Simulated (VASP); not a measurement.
Here is the system:

```
CELL_PARAMETERS angstrom
      0.00000     1.76000     1.76000
      1.76000     0.00000     1.76000
      1.76000     1.76000     0.00000
ATOMIC_POSITIONS crystal
  Ni 0.00000 0.00000 0.00000
```
Starting moments (μB, in the order of the record's atoms Ni): 0.8.

The numbers are results of PBEsol GGA, VASP's PBE PAW potentials (set 64) (plane waves; VASP), not measurements. Settings: 480 eV cut-off, 16×16×16 Γ-centred mesh, first-order Methfessel-Paxton smearing of 0.10 eV, potentials Ni.

Energy and stress use the plane-wave basis of the starting cell.

**Question.** The ions, cell shape and volume are relaxed. Give the cell that the relaxation ends in.

**Answer.** 
```
CELL_PARAMETERS angstrom
      0.00000     1.73070     1.73070
      1.73070     0.00000     1.73070
      1.73070     1.73070     0.00000
ATOMIC_POSITIONS crystal
  Ni 0.00000 0.00000 0.00000
```
Space group Fm-3m (225), at a tolerance of 0.03 Å. The cell ends with 0.59 μB, on the sites 0.59 μB.

**Question.** How do energy and volume change from the first to the last step?

**Answer.** The energy (σ→0) changes by -18.2 meV/atom and the volume by -4.9 %, in 3 ionic steps.

The compound is Ni in the fcc structure. This run relaxes it. Symmetry was kept, so distortions that lower it aren't found.
